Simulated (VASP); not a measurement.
Runs of VASP 6.6.1 on FCBrH2. The cell holds a molecule in a box, 5 atoms: a = 12.000 Å, b = 11.000 Å, c = 11.000 Å, α = 90.00°, β = 90.00°, γ = 90.00°. 

```tsv
task	level	potentials or basis	cell	cutoff (eV)	grid for exact exchange (PRECFOCK)	screening parameter	gap on the mesh (eV)	largest force (eV/Å)
single point	PBE	VASP PAW PBE potentials, release 64 (F, C, Br, H)	as given	520	-	-	5.55	1.10
relaxation of the atoms	PBE	VASP PAW PBE potentials, release 64 (F, C, Br, H)	atoms relaxed from: atoms moved at random, drawn with an rms of 0.02 Å	520	-	-	5.42	0.01
electron localisation function	PBE	VASP PAW PBE potentials, release 64 (F, C, Br, H)	as given	520	-	-	5.55	1.10
single point	HSE06+D4	VASP PAW PBE potentials, release 64 (F_s, C_s, Br, H_s)	as given	400	Fast	0.2 1/A	(a)	1.43
single point	PBE	VASP PAW PBE potentials, release 64 (F, C, Br, H)	atoms moved at random, drawn with an rms of 0.05 Å	520	-	-	5.37	3.35
```

Alike in all rows: no spin polarisation; k mesh 1 × 1 × 1; smearing gaussian 0.01 eV.

Estimate the missing entries.

(a) 7.05.

Caveats: the PAW data sets were made with another functional, which shifts forces and pressure a little (some runs).

A k mesh can miss the band edges, and the runs leave out spin-orbit coupling on Br.
